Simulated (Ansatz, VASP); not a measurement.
# MnS (Browneite): VASP beside Ansatz, part 3 of 3

Aim: how closely do two programs agree when they are given the same cell, functional and k mesh? The cell is taken from a series of VASP runs on this material, whose earlier steps may have relaxed, scaled or displaced it; both programs get it as it stands.

VASP 6.6.1 and Ansatz 0.2.0.

So far. Step 3 (Ansatz: single point, r2SCAN): The run ends at a pressure of -0.96 GPa, with forces up to 0.23 eV/Å.

**7. VASP: band structure, r2SCAN**

Level of this step: r2SCAN, spin-polarised from an antiferromagnetic start; plane waves and PAW (Mn_pv, S) (VASP).

The same cell, functional, mesh and smearing now go to VASP, with its own data sets and cutoff.

The input, INCAR:

```
SYSTEM = MnS
PREC = Accurate
ENCUT = 400
EDIFF = 1E-06
NELM = 100
ISMEAR = 0
SIGMA = 0.05
LREAL = .FALSE.
ALGO = Normal
METAGGA = R2SCAN
LASPH = .TRUE.
NBANDS = 35
ISPIN = 2
MAGMOM = 4.277 -4.277 0 0
LMAXMIX = 4
LORBIT = 11
LWAVE = .FALSE.
LCHARG = .FALSE.
KPAR = 4
```

The input, POSCAR:

```
MnS
1.0
    0.0000000000      5.5713088019      5.4600291949
    2.7856544009      2.7856544009      5.4600291949
    2.7856544009      2.7856544009      0.0000000000
Mn S
2 2
Direct
    0.0000000000      0.0000000000      0.0000000000
    0.5000000000      0.0000000000      0.0000000000
    0.0000000000      0.2500000000      0.2500000000
    0.5000000000      0.2500000000      0.2500000000
```

The input, KPOINTS:

```
Automatic mesh
0
Gamma
6 6 6
0 0 0
```

The input, KPOINTS_OPT:

```
Line mode
16
Line-mode
Reciprocal
  0.00000000   0.00000000   0.00000000 GAMMA
 -0.50000000   0.00000000   0.00000000 X

 -0.50000000   0.00000000   0.00000000 X
  0.00000000   0.50000000   0.50000000 M

  0.00000000   0.50000000   0.50000000 M
  0.00000000   0.00000000   0.00000000 GAMMA

  0.00000000   0.00000000   0.00000000 GAMMA
 -0.50000000  -0.50000000   0.00000000 Z

 -0.50000000  -0.50000000   0.00000000 Z
 -1.00000000  -0.50000000   0.00000000 R

 -1.00000000  -0.50000000   0.00000000 R
 -0.50000000   0.00000000   0.50000000 A

 -0.50000000   0.00000000   0.50000000 A
 -0.50000000  -0.50000000   0.00000000 Z

 -0.50000000   0.00000000   0.00000000 X
 -1.00000000  -0.50000000   0.00000000 R

  0.00000000   0.50000000   0.50000000 M
 -0.50000000   0.00000000   0.50000000 A
```

Potentials, in the order of the species: Mn_pv and S (PBE family, release 64).

Run with:

```bash
$ mpirun -np 4 vasp_std
```

Numbers of over 12 decimals in the logs are rounded to 6 here.

The log of the run:

```text
[banner, memory and clock lines left out]
running    4 mpi-ranks, on    1 nodes
[...]
[... a notice as in an earlier step ...]

 LDA part: xc-table for (None), standard interpolation
 POSCAR, INCAR and KPOINTS ok, starting setup
[...]
entering main loop
       N       E                     dE             d eps       ncg     rms          rms(c)
DAV:   1     0.314865630588E+03    0.31487E+03   -0.17967E+04  6120   0.950E+02
DAV:   2    -0.347284279645E+02   -0.34959E+03   -0.33134E+03  5955   0.307E+02
DAV:   3    -0.588811970887E+02   -0.24153E+02   -0.23797E+02  6654   0.909E+01
DAV:   4    -0.593305134065E+02   -0.44932E+00   -0.44857E+00  6243   0.127E+01
[...]
DAV:  16    -0.501469420395E+02    0.59714E-05   -0.93894E-07  3952   0.743E-03    0.332E-03
DAV:  17    -0.501469396293E+02    0.24102E-05   -0.99397E-08  3397   0.216E-03    0.155E-03
DAV:  18    -0.501469387273E+02    0.90196E-06   -0.31879E-08  3343   0.131E-03
   1 F= -.50146939E+02 E0= -.50146939E+02  d E =-.156445E-15  mag=    -0.0000
 Start KPOINTS_OPT (optional k-point list driver)
k-point batch [1-40\144]
       N       E                     dE             ncg
DAV:   1    -0.799344608005E+04   -0.39408E+05     6200
DAV:   2    -0.215037200951E+05   -0.13510E+05     5885
DAV:   3    -0.223754030439E+05   -0.87168E+03     6623
DAV:   4    -0.223911667699E+05   -0.15764E+02     6469
[...]
DAV:   8    -0.223915171809E+05   -0.26609E-04     5432
DAV:   9    -0.223915171823E+05   -0.13969E-05     4288
DAV:  10    -0.223915171826E+05   -0.26392E-06     3900
[...]
k-point batch [121-144\144]
       N       E                     dE             ncg
DAV:   1     0.694951136668E+04   -0.31848E+05     3728
DAV:   2    -0.107510284950E+04   -0.80246E+04     3604
DAV:   3    -0.158993806023E+04   -0.51484E+03     3991
DAV:   4    -0.159903254809E+04   -0.90945E+01     3832
DAV:   5    -0.159923077962E+04   -0.19823E+00     4167
DAV:   6    -0.159923831853E+04   -0.75389E-02     3933
DAV:   7    -0.159923871633E+04   -0.39781E-03     4396
DAV:   8    -0.159923873422E+04   -0.17892E-04     3183
DAV:   9    -0.159923873512E+04   -0.89434E-06     2397
```

From OUTCAR (step 7):

```text
  Total       -0.0084042     -0.0084042     -0.0244483      0.0000000      0.0000000      0.0000000
  in kB       -0.1589015     -0.1589015     -0.4622530      0.0000000      0.0000000      0.0000000
  external PRESSURE =      -0.2600187 kB  Pullay stress =       0.0000000 kB

 POSITION                                       TOTAL-FORCE (eV/Angst)
 -----------------------------------------------------------------------------------
      0.00000      0.00000      0.00000         0.000000     -0.000000      0.000000
      0.00000      2.78565      2.73001         0.000000      0.000000      0.000000
      1.39283      1.39283      1.36501        -0.000000     -0.000000     -0.000000
      1.39283      4.17848      4.09502        -0.000000     -0.000000     -0.000000
 -----------------------------------------------------------------------------------
    total drift:                                0.000456     -0.000359      0.000277

  FREE ENERGIE OF THE ION-ELECTRON SYSTEM (eV)
  ---------------------------------------------------
  free  energy   TOTEN  =       -50.1469387273 eV

  energy  without entropy=      -50.1469387273  energy(sigma->0) =      -50.14693873

 magnetization (x)
# of ion       s       p       d       tot
------------------------------------------
    1        0.028   0.047   4.202   4.277
    2       -0.028  -0.047  -4.202  -4.277
    3        0.000   0.000   0.000   0.000
    4        0.000   0.000   0.000   0.000
--------------------------------------------------
tot          0.000   0.000   0.000   0.000

[... 3 further parts left out ...]
[key lines of the parts left out:]
E-fermi :   3.9061
```

The run ends at a pressure of -0.03 GPa.

**8. Differences**

Compared:

| quantity | Ansatz | VASP | difference |
| --- | --- | --- | --- |
| pressure (GPa) | 0.31 | -0.03 | +0.34 |
| pressure without Ansatz's Pulay correction (GPa) | 0.24 | -0.03 | +0.27 |
| moment on Mn1 (μB) | 4.12 | 4.28 | -0.16 |
| moment on Mn2 (μB) | -4.12 | -4.28 | +0.16 |

Ansatz's pressure holds a Pulay correction of 0.06 GPa; VASP's holds none.

**9. Further runs**

Further runs change the set-up of one program: Ansatz's method, potentials or start, or VASP's data sets, cutoff or form of LDA. The table gives Ansatz less VASP for each quantity, since a change that brings one quantity closer may part another. Site moments also change with the sphere that a data set brings.

| run | pressure (GPa) | moment on Mn1 (μB) | moment on Mn2 (μB) |
| --- | --- | --- | --- |
| as above | 0.34 | -0.16 | 0.16 |
| Ansatz's all-electron LAPW method | 0.35 | 0.082 | -0.082 |

**10. Outcome**

| Item | Value |
| --- | --- |
| r.m.s. force difference (single point, r2SCAN) | 3.8 meV/Å |
| difference in moment on Mn1 (band structure, r2SCAN) | -0.16 μB |

**Reading.** The r.m.s. force difference is 3.8 meV/Å (single point, r2SCAN), within the 12 meV/Å picked in this series as the mark of a large difference. Single point, r2SCAN, Ansatz's all-electron LAPW method: r.m.s. force difference goes from 3.8 to 2.8 meV/Å; the difference in gap on the k mesh goes from 0.012 to 0.025 eV; the difference in moment on Mn1 goes from -0.15 to 0.098 μB; the difference in moment on Mn2 goes from 0.15 to -0.098 μB. Band structure, r2SCAN, Ansatz's all-electron LAPW method: the difference in moment on Mn1 goes from -0.16 to 0.082 μB; the difference in moment on Mn2 goes from 0.16 to -0.082 μB. Such differences can come from data sets, numerical settings and the points named under the comparisons, not from the functional's error against experiment.

[Lines on the potential files, build, host, timing and source positions are cut from VASP's logs without a mark.]

[Logs are printed without paths, hosts, clocks, repeated set-up lines and the standing remarks that a program may print on its own settings, such as how far it seeks lower states.]

[Hosts, paths, dates, database ids (printed as entryN), source tags and the programs' standing remarks are cut or masked in the printed files.]
